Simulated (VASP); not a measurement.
An input for Quantum ESPRESSO's pw.x (written as the equivalent of a VASP run, and not itself run):

```
&CONTROL
  calculation = 'scf'
  pseudo_dir = './pseudo'
  outdir = './out'
  tprnfor = .true.
  tstress = .true.
/
&SYSTEM
  ibrav = 0
  nat = 4
  ntyp = 2
  ecutwfc = 80
  occupations = 'tetrahedra'
  input_dft = 'pbesol'
/
&ELECTRONS
  conv_thr = 7.3e-09
  electron_maxstep = 100
/
ATOMIC_SPECIES
  Mo 95.950 Mo.upf
  Si 28.085 Si.upf
CELL_PARAMETERS angstrom
     4.1879281    0.0000000    0.0000000
    -2.0939640    3.6268524    0.0000000
     0.0000000    0.0000000    4.8092252
ATOMIC_POSITIONS crystal
  Mo   0.3333330  0.6666670  0.9374898
  Mo   0.6666670  0.3333330  0.4374898
  Si   0.3333330  0.6666670  0.4375102
  Si   0.6666670  0.3333330  0.9375102
K_POINTS automatic
  10 10 7 0 0 0
```

Translate this input to VASP (INCAR, KPOINTS, POSCAR, choice of POTCAR).

This is not unique; one that fits is 
### INCAR
```
ALGO = Normal
EDIFF = 1E-7
ENCUT = 400
GGA = PS
ISIF = 2
ISMEAR = -5
LASPH = .True.
LCHARG = .True.
LEFG = .True.
LMAXMIX = 4
LORBIT = 11
LREAL = .False.
LWAVE = .False.
NEDOS = 601
NELM = 100
PREC = Accurate
SYSTEM = MoSi
```

### POSCAR
```
MoSi
1
    4.1879280886     0.0000000000     0.0000000000
   -2.0939640444     3.6268524165     0.0000000000
    0.0000000000     0.0000000000     4.8092251962
Mo Si
2 2
Direct
  0.3333330000   0.6666670000   0.9374897979
  0.6666670000   0.3333330000   0.4374897979
  0.3333330000   0.6666670000   0.4375102021
  0.6666670000   0.3333330000   0.9375102021
```

File KPOINTS:
```
Automatic mesh
0
Gamma
10 10 7
0 0 0
```

POTCAR, in this order: Mo_sv Si (PBE.64 set). Program: vasp_std.

What does not carry over: the potentials are each code's own (VASP's PAW set, PseudoDojo norm-conserving files in pw.x), so ENCUT and ecutwfc are chosen apart and not converted; conv_thr bounds pw.x's estimated SCF error, while EDIFF bounds the energy change between steps; the field gradients of LEFG aren't asked of the other code.

The structure was generated: MoSi was put into the wurtzite type (P6_3mc), which need not be its known phase. It was relaxed first, which changed the volume by -36 %. The relaxed cell has space group P6_3/mmc.
